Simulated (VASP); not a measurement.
All values below come from PBEsol GGA, VASP's PBE PAW potentials (set 64) (plane waves; VASP).

A VASP calculation is set up with these files.

### KPOINTS
```
k-points along high-symmetry lines
15
Line-mode
Reciprocal
  0.000000   0.000000   0.000000 ! GAMMA
  0.500000   0.000000   0.500000 ! X

  0.500000   0.000000   0.500000 ! X
  0.625000   0.250000   0.625000 ! U

  0.375000   0.375000   0.750000 ! K
  0.000000   0.000000   0.000000 ! GAMMA

  0.000000   0.000000   0.000000 ! GAMMA
  0.500000   0.500000   0.500000 ! L

  0.500000   0.500000   0.500000 ! L
  0.500000   0.250000   0.750000 ! W

  0.500000   0.250000   0.750000 ! W
  0.500000   0.000000   0.500000 ! X
```

### POSCAR
```
NiO
1
    0.0000000000     2.0520000000     2.0520000000
    2.0520000000     0.0000000000     2.0520000000
    2.0520000000     2.0520000000     0.0000000000
Ni O
1 1
Direct
  0.0000000000   0.0000000000   0.0000000000
  0.5000000000   0.5000000000   0.5000000000
```

**INCAR**
```
ALGO=Normal
EDIFF=1E-7
ENCUT=520
GGA=PS
ICHARG=11
ISMEAR=0
ISPIN=2
LASPH=T
LCHARG=F
LMAXMIX=4
LORBIT=11
LREAL=F
LWAVE=F
MAGMOM=0.8 0.1
NELM=100
PREC=Accurate
SIGMA=0.05
SYSTEM=NiO
```

POTCAR, in this order: Ni O (PBE.64 set). Program: vasp_std. Read from the step before: CHGCAR.

What VASP printed:

File OSZICAR:
```
       N       E                     dE             d eps       ncg     rms          rms(c)
DAV:   1     0.819654638415E+02    0.81965E+02   -0.79458E+03  4432   0.171E+03
DAV:   2    -0.682130448158E+01   -0.88787E+02   -0.80388E+02  4580   0.297E+02
DAV:   3    -0.119447031407E+02   -0.51234E+01   -0.49639E+01  4944   0.806E+01
DAV:   4    -0.120044920570E+02   -0.59789E-01   -0.59756E-01  4872   0.845E+00
DAV:   5    -0.120056895640E+02   -0.11975E-02   -0.11975E-02  4984   0.121E+00
DAV:   6    -0.120057465904E+02   -0.57026E-04   -0.57027E-04  5940   0.219E-01
DAV:   7    -0.120057473502E+02   -0.75975E-06   -0.75890E-06  4948   0.204E-02
DAV:   8    -0.120057473821E+02   -0.31906E-07   -0.31468E-07  3604   0.292E-03
   1 F= -.12005747E+02 E0= -.12004895E+02  d E =-.170551E-02  mag=     1.2205
```

File OUTCAR:
```



 magnetization (x)

# of ion       s       p       d       tot
------------------------------------------
    1        0.012   0.002   0.976   0.991
    2        0.029   0.047   0.000   0.075
--------------------------------------------------
tot          0.041   0.049   0.976   1.066
```
(Selected blocks of OUTCAR.)

**OUTCAR**
```
 val. band max:        8.0537733096   @ k =   0.2500   0.2500   0.2500

 cond. band min:       8.0682065300   @ k =   0.5357   0.0714   0.5357



 spin component 1

 k-point     1 :       0.0000    0.0000    0.0000
  band No.  band energies     occupation
      1     -12.3951      1.00000
      2       5.1883      1.00000
      3       5.1883      1.00000
      4       5.1883      1.00000
      5       5.8320      1.00000
      6       5.8321      1.00000
      7       6.0259      1.00000
      8       6.0260      1.00000
      9       6.0260      1.00000
     10      10.2850      0.00000
     11      26.2986      0.00000
     12      27.7512      0.00000

 k-point     2 :       0.0357    0.0000    0.0357
  band No.  band energies     occupation
      1     -12.3736      1.00000
      2       4.7939      1.00000
      3       5.1044      1.00000
      4       5.1044      1.00000
      5       5.8370      1.00000
      6       6.0124      1.00000
      7       6.1142      1.00000
      8       6.1142      1.00000
      9       6.1442      1.00000
     10      10.4154      0.00000
     11      25.8227      0.00000
     12      27.5790      0.00000

 k-point     3 :       0.0714    0.0000    0.0714
  band No.  band energies     occupation
      1     -12.3102      1.00000
      2       4.1609      1.00000
      3       4.9201      1.00000
      4       4.9201      1.00000
      5       5.8515      1.00000
      6       5.9725      1.00000
      7       6.3102      1.00000
      8       6.3102      1.00000
      9       6.5442      1.00000
     10      10.7897      0.00000
     11      25.0592      0.00000
     12      27.1717      0.00000

 k-point     4 :       0.1071    0.0000    0.1071
  band No.  band energies     occupation
      1     -12.2076      1.00000
      2       3.5109      1.00000
      3       4.7118      1.00000
      4       4.7118      1.00000
      5       5.8751      1.00000
...
```

The density is held fixed in this step, so its total energy and stress have no physical meaning. The moments were started parallel, and other spin orders were not tried in this run.

The structure was generated: NiO was put into the rock salt type (Fm-3m), which need not be its known phase. The cell was not relaxed at this level.
